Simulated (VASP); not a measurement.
Input:

```
CELL_PARAMETERS angstrom
      3.99788     0.00000     0.00000
      0.00000     3.99788     0.00000
      0.00000     0.00000     3.99788
ATOMIC_POSITIONS crystal
  Sc 0.00000 0.00000 0.00000
  Al 0.50000 0.00000 0.50000
  Al 0.00000 0.50000 0.50000
  Al 0.50000 0.50000 0.00000
```

These are PBE GGA, VASP's PBE PAW potentials (set 64) (plane waves; VASP) values and carry that method's errors. Settings: 300 eV cut-off, 7×7×7 Γ-centred mesh, Fermi-Dirac smearing of 0.10 eV, potentials Sc_sv Al.

Task: Give the energies of bands 5 to 13 at the high-symmetry points, in eV from the Fermi level.

Result: 
| band | Γ | X | M | R |
|---|---|---|---|---|
| 5 | -10.32 | -8.35 | -6.95 | -4.85 |
| 6 | -2.65 | -7.50 | -5.67 | -4.85 |
| 7 | -2.65 | -1.76 | -5.67 | -4.85 |
| 8 | -1.78 | -1.76 | -4.46 | -4.65 |
| 9 | -1.78 | -1.56 | -0.52 | -2.96 |
| 10 | -1.78 | 1.17 | -0.52 | -2.96 |
| 11 | 1.33 | 1.17 | 1.29 | -2.96 |
| 12 | 1.40 | 1.32 | 1.52 | 1.19 |
| 13 | 1.40 | 1.43 | 2.29 | 2.85 |

It has no gap at this level: it comes out as a metal or semimetal.

The structure comes from a computed database's ScAl3 entry; how it stands against other phases isn't given here. The cell was not relaxed at this level.
